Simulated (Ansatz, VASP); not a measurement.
# Two plane-wave programs on Bi4O

```xyz
5
Lattice="5.1722 0.0000 0.0000 0.0000 5.1722 0.0000 0.0000 0.0000 5.1722" Properties=species:S:1:pos:R:3 pbc="T T T"
Bi    1.3641    1.3641    1.3641
Bi    3.8081    3.8081    1.3641
Bi    3.8081    1.3641    3.8081
Bi    1.3641    3.8081    3.8081
O     0.0000    0.0000    0.0000
```

Change from the starting cell: ordered vacancies on the anion sites of cuprite (P-43m, No. 215).

Alike in both runs: functional PBE; k mesh 8 × 8 × 8; occupations gaussian, width 0.1 eV; no spin polarisation.

Ansatz relaxed the structure, and its values are those at the end. VASP's run is a single point on that final structure, the one shown.

```csv
,VASP,Ansatz
version,VASP 6.6.1,Ansatz 0.2.0
potentials or method,"VASP PAW PBE potentials, release 64 (Bi_d, O)","scalar-relativistic, plane waves, PAW"
plane-wave cutoff (eV),520,420
valence electrons in the cell,66,66
```

|  | VASP | Ansatz | Ansatz less VASP |
| --- | --- | --- | --- |
| gap on the k mesh at the Fermi level (eV) | none | none | - |
| pressure (GPa) | 0.0 | 0.0 | +0.02 |
| rms of the force components (eV/Å) | 0.007 | 0.000 | -0.0074 |

A gap of «none» marks a metal or a gap that the smearing closes. With one functional, cell and mesh, what is left measures potentials, basis and numerics.

Caveats: spin-orbit coupling is left out, which moves the levels of the heavy elements.
